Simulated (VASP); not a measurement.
**PdP (relaxed from the CsCl type structure, space group Pm-3m): computed properties**

The numbers are results of PBEsol GGA, VASP's PBE PAW potentials (set 64) (plane waves; VASP 6.6.1), not measurements.

```
Item                                                                  Result
----------------------------------  ----------------------------------------
space group                                                      Pm-3m (221)
cell                                a = b = c = 3.0428 Å, α = β = γ = 90.00°
volume per atom                                                14.09 Å³/atom
band gap (over mesh and band path)  none (metal, semimetal or under 0.01 eV)
density                                                           8.10 g/cm³
```

```xyz
2
Lattice="3.0428 0.0000 0.0000 0.0000 3.0428 0.0000 0.0000 0.0000 3.0428" Properties=species:S:1:pos:R:3 pbc="T T T"
Pd     0.0000     0.0000     0.0000
P      1.5214     1.5214     1.5214
```

The structure was generated: PdP was put into the CsCl type type (Pm-3m), which need not be its known phase. It was relaxed first, which changed the volume by -14 %. Symmetry was kept, so distortions that lower it aren't found. The electron count is odd and the run is not spin-polarised, which forces a metal.
